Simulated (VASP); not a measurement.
OSZICAR of a VASP run on Ti (hcp):

### OSZICAR
```
       N       E                     dE             d eps       ncg     rms          rms(c)
DAV:   1     0.232521068095E+03    0.23252E+03   -0.13022E+04  4800   0.180E+03
DAV:   2    -0.666236680674E+01   -0.23918E+03   -0.23790E+03  4928   0.494E+02
DAV:   3    -0.372423669812E+02   -0.30580E+02   -0.30470E+02  9472   0.139E+02
DAV:   4    -0.389047942960E+02   -0.16624E+01   -0.16622E+01  5152   0.345E+01
DAV:   5    -0.390005924651E+02   -0.95798E-01   -0.95786E-01  7960   0.596E+00    0.157E+01
DAV:   6    -0.352224281243E+02    0.37782E+01   -0.75843E+01  6008   0.101E+02    0.415E+00
DAV:   7    -0.285984578853E+02    0.66240E+01   -0.52575E+01  7824   0.659E+01    0.817E+00
DAV:   8    -0.257676820900E+02    0.28308E+01   -0.43142E+00  7032   0.196E+01    0.497E+00
DAV:   9    -0.264338977843E+02   -0.66622E+00   -0.92252E-01  7896   0.872E+00    0.401E+00
DAV:  10    -0.252187145965E+02    0.12152E+01   -0.24248E+00  6520   0.134E+01    0.588E-01
DAV:  11    -0.252137228475E+02    0.49917E-02   -0.27344E-01  7352   0.437E+00    0.557E-01
DAV:  12    -0.252161172678E+02   -0.23944E-02   -0.55317E-02  7112   0.175E+00    0.785E-01
DAV:  13    -0.252164037441E+02   -0.28648E-03   -0.22084E-03  6312   0.473E-01    0.646E-01
DAV:  14    -0.252233925936E+02   -0.69888E-02   -0.32065E-02  5944   0.218E+00    0.384E-01
DAV:  15    -0.252203249878E+02    0.30676E-02   -0.51901E-03  7656   0.824E-01    0.321E-01
DAV:  16    -0.252207195485E+02   -0.39456E-03   -0.22997E-03  4928   0.515E-01    0.230E-01
DAV:  17    -0.252207297618E+02   -0.10213E-04   -0.48575E-05  7992   0.670E-02    0.233E-01
DAV:  18    -0.252207436302E+02   -0.13868E-04   -0.34020E-07  4336   0.733E-03    0.236E-01
DAV:  19    -0.252195355004E+02    0.12081E-02   -0.13140E-03  6736   0.418E-01    0.906E-02
DAV:  20    -0.252193297946E+02    0.20571E-03   -0.65378E-04  6384   0.264E-01    0.244E-02
DAV:  21    -0.252193213937E+02    0.84010E-05   -0.71201E-05  5344   0.818E-02    0.307E-02
DAV:  22    -0.252193430288E+02   -0.21635E-04   -0.13659E-05  7392   0.300E-02    0.271E-02
DAV:  23    -0.252193722303E+02   -0.29202E-04   -0.31042E-05  6432   0.590E-02    0.251E-02
DAV:  24    -0.252193746576E+02   -0.24273E-05   -0.18262E-06  4960   0.157E-02    0.234E-02
DAV:  25    -0.252193760728E+02   -0.14152E-05   -0.64045E-08  2952   0.309E-03    0.229E-02
DAV:  26    -0.252193869914E+02   -0.10919E-04   -0.58871E-07  5768   0.919E-03    0.195E-02
DAV:  27    -0.252194003411E+02   -0.13350E-04   -0.25751E-06  6816   0.177E-02    0.124E-02
DAV:  28    -0.252194001166E+02    0.22448E-06   -0.94067E-07  7312   0.847E-03    0.973E-03
DAV:  29    -0.252194061494E+02   -0.60328E-05   -0.37455E-07  3728   0.989E-03    0.637E-03
DAV:  30    -0.252194073519E+02   -0.12025E-05   -0.76642E-07  6448   0.115E-02    0.180E-03
DAV:  31    -0.252194097311E+02   -0.23793E-05   -0.92987E-08  2968   0.482E-03    0.520E-04
DAV:  32    -0.252194094926E+02    0.23858E-06   -0.26556E-08  2608   0.238E-03    0.320E-04
DAV:  33    -0.252194095166E+02   -0.24052E-07   -0.12646E-08  2560   0.136E-03
   1 F= -.25219410E+02 E0= -.25219410E+02  d E =0.000000E+00
       N       E                     dE             ncg
```

Task: Which electronic solver shows in the log?

Result: It is blocked Davidson (ALGO = Normal, or the opening steps of other solvers). The INCAR had ALGO = Normal.

Task: Can the final energy be trusted as converged?

Result: Self-consistency was reached. It stopped with EDIFF = 1E-7, NELM = 100 (MS2 meta-GGA, plane waves, VASP's PBE PAW potentials (set 64)).

The compound is Ti in the hcp structure. It was relaxed first.
